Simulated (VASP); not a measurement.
OSZICAR of a VASP run on CdS (zinc blende):

OSZICAR:
```
       N       E                     dE             d eps       ncg     rms          rms(c)
DAV:   1    -0.763882587733E+01   -0.76388E+01   -0.38217E-01   421   0.683E+00    0.165E+00
DAV:   2    -0.764175657832E+01   -0.29307E-02   -0.35245E-02   471   0.272E+00    0.979E-01
DAV:   3    -0.764065649324E+01    0.11001E-02   -0.34819E-03   491   0.818E-01    0.629E-01
DAV:   4    -0.764047377152E+01    0.18272E-03   -0.43057E-04   461   0.227E-01    0.383E-01
DAV:   5    -0.764043248827E+01    0.41283E-04   -0.59090E-05   456   0.702E-02    0.228E-01
DAV:   6    -0.764041795403E+01    0.14534E-04   -0.81546E-06   456   0.281E-02    0.132E-01
DAV:   7    -0.764041192861E+01    0.60254E-05   -0.21577E-06   431   0.144E-02    0.758E-02
DAV:   8    -0.764040981870E+01    0.21099E-05   -0.10128E-06   308   0.933E-03    0.440E-02
DAV:   9    -0.764040931874E+01    0.49997E-06   -0.51465E-07   273   0.674E-03
   1 F= -.76404093E+01 E0= -.76404093E+01  d E =-.225389E-11
```

**Question.** Which electronic solver shows in the log?

**Answer.** It is blocked Davidson (ALGO = Normal, or the opening steps of other solvers). The INCAR had ALGO = Normal.

**Question.** Can the final energy be trusted as converged?

**Answer.** The run converged. It stopped with EDIFF = 1E-6, NELM = 60 (HSE06 screened hybrid, plane waves, VASP's PBE PAW potentials (set 64)).

The compound is CdS in the zinc blende structure, a metastable form; wurtzite is the usual one. This cell is one point of a volume scan, at 0.97 of the reference volume. The cell's shape comes from a PBE relaxation.
